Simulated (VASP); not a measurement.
Input:

```
PtS2
1.0
    1.77978    -3.08267     0.00000
    1.77978     3.08267     0.00000
    0.00000     0.00000     4.54358
Pt S
1 2
Direct
  0.00000   0.00000   0.00000
  0.33333   0.66667   0.26151
  0.66667   0.33333   0.73849
```

Computed with LDA (Ceperley-Alder, Perdew-Zunger), VASP's LDA PAW potentials (set 64) (plane waves; VASP 6.6.1). Numerical set-up: 500 eV cut-off, 10×10×7 Γ-centred mesh, first-order Methfessel-Paxton smearing of 0.10 eV, potentials Pt S.

Unless said otherwise, spin-orbit coupling is left out, though it shifts the bands of the heavy elements here.

Problem. Predict the energy per atom (σ→0), band gap (on the k-mesh) with the smallest direct gap where there is one.

Solution. 
- band gap (on the k-mesh): none (metal, semimetal or under 0.01 eV)
- energy per atom (σ→0): -6.071 eV/atom

Total energies compare only between runs with the same potentials, cut-off and functional.

The compound is PtS2 in the 1T layered structure. It was relaxed first, which changed the volume by -9 %.
